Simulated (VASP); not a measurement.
All values below come from LDA (Ceperley-Alder, Perdew-Zunger), VASP's LDA PAW potentials (set 64) (plane waves; VASP 6.6.1).

A VASP calculation is set up with these files.

### POSCAR
```
Sr
1
    0.0000000000     2.9212671366     2.9212671366
    2.9212671366     0.0000000000     2.9212671366
    2.9212671366     2.9212671366     0.0000000000
Sr
1
Direct
  0.0000000000   0.0000000000   0.0000000000
```

**KPOINTS**
```
Automatic
0
gamma
  8 8 8
0 0 0
```

### INCAR
```
ALGO  =  Normal
EDIFF  =  1E-7
ENCUT  =  520
ISIF  =  2
ISMEAR  =  0
LASPH  =  .TRUE.
LCHARG  =  .FALSE.
LMAXMIX  =  4
LREAL  =  .FALSE.
LWAVE  =  .FALSE.
NELM  =  100
PREC  =  Accurate
SIGMA  =  0.05
SYSTEM  =  Sr
```

POTCAR, in this order: Sr_sv (LDA.64 set). Program: vasp_std.

Output

### OSZICAR
```
       N       E                     dE             d eps       ncg     rms          rms(c)
DAV:   1     0.361097179520E+02    0.36110E+02   -0.49229E+03   522   0.974E+02
DAV:   2    -0.265461475371E+00   -0.36375E+02   -0.36026E+02   590   0.169E+02
DAV:   3    -0.184823830793E+01   -0.15828E+01   -0.15772E+01   738   0.284E+01
DAV:   4    -0.190805320986E+01   -0.59815E-01   -0.59790E-01   754   0.494E+00
DAV:   5    -0.190978338122E+01   -0.17302E-02   -0.17298E-02   806   0.587E-01    0.117E+01
DAV:   6    -0.190557894771E+01    0.42044E-02   -0.57287E-03   643   0.109E+00    0.661E+00
DAV:   7    -0.190272555080E+01    0.28534E-02   -0.98729E-03   622   0.138E+00    0.265E-01
DAV:   8    -0.190270203465E+01    0.23516E-04   -0.16494E-03   826   0.253E-01    0.103E-01
DAV:   9    -0.190271542909E+01   -0.13394E-04   -0.21569E-05   753   0.449E-02    0.362E-02
DAV:  10    -0.190272056457E+01   -0.51355E-05   -0.10661E-05   703   0.412E-02    0.238E-02
DAV:  11    -0.190272102081E+01   -0.45624E-06   -0.62870E-07   702   0.106E-02    0.909E-03
DAV:  12    -0.190272099890E+01    0.21905E-07   -0.58473E-08   393   0.213E-03
   1 F= -.19027210E+01 E0= -.19025198E+01  d E =-.402498E-03
```

**OUTCAR**
```
------------------------ aborting loop because EDIFF is reached ----------------------------------------
  FORCE on cell =-STRESS in cart. coord.  units (eV):
  Direction    XX          YY          ZZ          XY          YZ          ZX
  --------------------------------------------------------------------------------------
  Total       -0.1258675     -0.1258675     -0.1258675     -0.0000000     -0.0000000      0.0000000
  in kB       -4.0446444     -4.0446444     -4.0446444     -0.0000000     -0.0000000      0.0000000
  external PRESSURE =      -4.0446444 kB  Pullay stress =       0.0000000 kB
  volume of cell :       49.86
      direct lattice vectors                 reciprocal lattice vectors
     0.000000000  2.921267137  2.921267137    -0.171158602  0.171158602  0.171158602
     2.921267137  0.000000000  2.921267137     0.171158602 -0.171158602  0.171158602
     2.921267137  2.921267137  0.000000000     0.171158602  0.171158602 -0.171158602
 POSITION                                       TOTAL-FORCE (eV/Angst)
 -----------------------------------------------------------------------------------
      0.00000      0.00000      0.00000        -0.000000     -0.000000     -0.000000
 -----------------------------------------------------------------------------------
    total drift:                                0.000000      0.000000      0.000000
  FREE ENERGIE OF THE ION-ELECTRON SYSTEM (eV)
  ---------------------------------------------------
  free  energy   TOTEN  =        -1.9027209989 eV

  energy  without entropy=       -1.9023185012  energy(sigma->0) =       -1.90251975
```
(Selected blocks of OUTCAR.)

The compound is Sr in the fcc structure. This cell is one point of a volume scan, at 1.03 of the reference volume.
